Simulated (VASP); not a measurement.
Consider the following.

```yaml
crystal:
  lattice:
    - [-1.63710, 1.63710, 4.00350]
    - [1.63710, -1.63710, 4.00350]
    - [1.63710, 1.63710, -4.00350]
  atoms:
    - { symbol: Si, position: [0.66500, 0.66500, 0.00000] }
    - { symbol: Si, position: [0.33500, 0.33500, 0.00000] }
    - { symbol: Mo, position: [0.00000, 0.00000, 0.00000] }
```

These are PBE GGA, VASP's PBE PAW potentials (set 64) (plane waves; VASP) values and carry that method's errors. Settings: 400 eV cut-off, 12×12×12 Γ-centred mesh, Gaussian smearing of 0.050 eV, potentials Si Mo_sv.

Q: Give the force on each atom (eV/Å).

A: 
```csv
atom,Fx,Fy,Fz
Si1,0.000,0.000,-0.119
Si2,0.000,0.000,0.119
Mo3,0.000,0.000,0.000
```

Q: Give the stress tensor in GPa (positive for a compressed cell).

A: 
```
 -9.56    0.00    0.00
  0.00   -9.56    0.00
  0.00    0.00  -10.49
```
The pressure is its mean diagonal, -9.87 GPa.

The compound is MoSi2 in the MoSi2 type structure. The cell was not relaxed at this level. The run is one of a series of settings (ISMEAR = 0, SIGMA = 0.05 against the base run), some of them coarse on purpose.
